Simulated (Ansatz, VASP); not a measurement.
Given: the input of a run of Ansatz 0.2.0 on WAu.

The input input.yaml:

```yaml
crystal:
  lattice:
    - [0.0, 2.8896845124, 2.8896845124]
    - [2.8896845124, 0.0, 2.8896845124]
    - [2.8896845124, 2.8896845124, 0.0]
  atoms:
    - { symbol: W, position: [0.0, 0.0, 0.0] }
    - { symbol: Au, position: [0.75, 0.75, 0.75] }
hamiltonian:
  xc: pbe
  pseudopotentials: { kind: paw }
kpoints:
  mp_grid: { grid: [8, 8, 8] }
scf:
  occupations: { method: fermi_dirac, width: 0.05 }
output:
  forces: true
  stress: true
  eigenvalues: true
```

Potentials or basis: Ansatz PAW.

Command:

```sh
$ ansatz run input.yaml --threads 1 --pin off --max-ram 3584MiB --backend cpu --events-out ev --progress --plain --runs-dir out
```

Set up the same calculation for VASP 6.6.1. Potentials there: VASP PAW PBE potentials, release 64 (W_sv, Au).

As run (the cutoff follows the program's own potentials):

Contents of INCAR:

```
ALGO     = Normal         # electronic algorithm
EDIFF    = 1E-7           # SCF threshold, eV
ENCUT    = 520            # plane-wave cutoff, eV
GGA      = PE             # functional
ISIF     = 2              # what is computed and relaxed
ISMEAR   = -1             # smearing method
LASPH    = True           # aspherical terms in the spheres
LCHARG   = False          # write CHGCAR
LREAL    = False          # projectors in reciprocal space
LWAVE    = False          # write WAVECAR
NBANDS   = 20             # bands
NELM     = 80             # most SCF steps
PREC     = Accurate       # precision mode
SIGMA    = 0.05           # smearing width, eV
```

Contents of KPOINTS:

```
k-points
0
Gamma
  8 8 8
```

File POSCAR:

```
WAu
1.0
    0.0000000000      2.8896845124      2.8896845124
    2.8896845124      0.0000000000      2.8896845124
    2.8896845124      2.8896845124      0.0000000000
W Au
1 1
Direct
    0.0000000000      0.0000000000      0.0000000000
    0.7500000000      0.7500000000      0.7500000000
```

Potentials or basis: VASP PAW PBE potentials, release 64 (W_sv, Au).

Command:

```console
$ cat potpaw_PBE.64/W_sv/POTCAR potpaw_PBE.64/Au/POTCAR > POTCAR
$ mpirun -np 1 vasp_std > vasp.out
```

Both were run:

|  | VASP | Ansatz | Ansatz less VASP |
| --- | --- | --- | --- |
| gap on the k mesh at the Fermi level (eV) | none | none | - |
| pressure (GPa) | 2.7 | 2.7 | -0.05 |

A gap of «none» marks a metal or a gap that the smearing closes. The two sets of potentials don't hold the same shells in valence.

The runs have no spin-orbit coupling, so splittings on Au, W are missing.
